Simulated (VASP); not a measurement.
Here is a VASP 6.6.1 calculation.

File INCAR:

```
PREC     = Accurate       # precision mode
ENCUT    = 520            # plane-wave cutoff, eV
EDIFF    = 1E-7           # SCF threshold, eV
ISMEAR   = 0              # smearing method
SIGMA    = 0.05           # smearing width, eV
LREAL    = False          # projectors in reciprocal space
LASPH    = True           # aspherical terms in the spheres
NELM     = 100            # most SCF steps
ALGO     = Normal         # electronic algorithm
ISIF     = 2              # what is computed and relaxed
LWAVE    = False          # write WAVECAR
LCHARG   = False          # write CHGCAR
GGA      = PS             # functional
IBRION   = 2              # ionic algorithm
NSW      = 60             # ionic steps
EDIFFG   = -0.005         # ionic threshold
```

Contents of KPOINTS:

```
regular mesh
0
Gamma
  8 8 4
```

POSCAR

```
KSiTe2
1.0
    4.1198900000      0.0000000000      0.0000000000
   -2.0599400000      3.5679300000      0.0000000000
    0.0000000000      0.0000000000      8.3186500000
K Si Te
1 1 2
Direct
    0.0000000000      0.0000000000      0.5000000000
    0.0000000000      0.0000000000      0.0000000000
    0.6666700000      0.3333300000      0.8146100000
    0.3333300000      0.6666700000      0.1853900000
```

Potentials or basis: VASP PAW PBE potentials, release 64 (K_sv, Si, Te).

Launch:

```console
$ cat potpaw_PBE.64/K_sv/POTCAR potpaw_PBE.64/Si/POTCAR potpaw_PBE.64/Te/POTCAR > POTCAR
$ mpirun -np 1 vasp_std > vasp.out
```

Task: What does it give for the band gap on the k mesh?

Result: None (metal or under the smearing width).

Task: What does it give for the energy gained by relaxing?

Result: 0.6 meV/atom.

Step by step:
```
step  energy change (eV)  largest force (eV/Å)  pressure (GPa)
   1              0.0000                0.1317           -1.75
   2             -0.0014                0.0862           -1.70
   3             -0.0024                0.0005           -1.59
```

Caveat: the PAW data sets were made with another functional, which shifts forces and pressure a little. The run has no spin-orbit coupling, so splittings on Te are missing.
